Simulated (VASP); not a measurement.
Given:

```
PtS
1.0
    3.73582     0.00000     0.00000
   -1.86791     3.23531     0.00000
    0.00000     0.00000     5.57462
Pt S
2 2
Cartesian
 -1.86791   3.23531   0.00000
 -1.86791   3.23531   2.78731
  0.00000   2.15688   1.39366
  1.86791   1.07844   4.18097
```

Level of theory: PBE GGA, VASP's PBE PAW potentials (set 64) (plane waves; VASP). Numerical set-up: 400 eV cut-off, Gaussian smearing of 0.050 eV, potentials Pt S.

### Question
Give the energies of bands 6 to 19 at the high-symmetry points, in eV from the Fermi level.

### Answer

```
band      Γ      M      K      A      L      H
----  -----  -----  -----  -----  -----  -----
6     -5.48  -5.27  -5.43  -5.59  -5.67  -6.54
7     -3.99  -5.23  -5.43  -5.59  -5.23  -5.56
8     -3.99  -4.68  -4.32  -5.59  -5.23  -5.56
9     -3.48  -4.17  -4.04  -3.23  -3.51  -3.04
10    -3.48  -2.81  -2.80  -3.23  -3.51  -3.04
11    -2.63  -2.72  -2.80  -3.23  -2.46  -3.02
12    -2.63  -2.57  -2.17  -3.23  -2.46  -3.02
13    -1.89  -2.50  -2.17  -2.84  -2.35  -1.90
14    -1.89  -1.90  -2.05  -2.84  -2.35  -1.90
15    -1.87  -1.73  -0.57   0.45  -0.31  -1.60
16     0.46  -1.23  -0.57   0.45  -0.31  -1.60
17     1.19   1.45  -0.20   0.45   0.51   1.81
18     2.12   1.89  -0.20   0.45   0.51   1.81
19     2.12   3.77   2.81   4.02   2.18   3.98
```

It has no gap at this level: it comes out as a metal or semimetal.

The structure was generated: PtS was put into the NiAs type type (P6_3/mmc), which need not be its known phase. It was relaxed first.
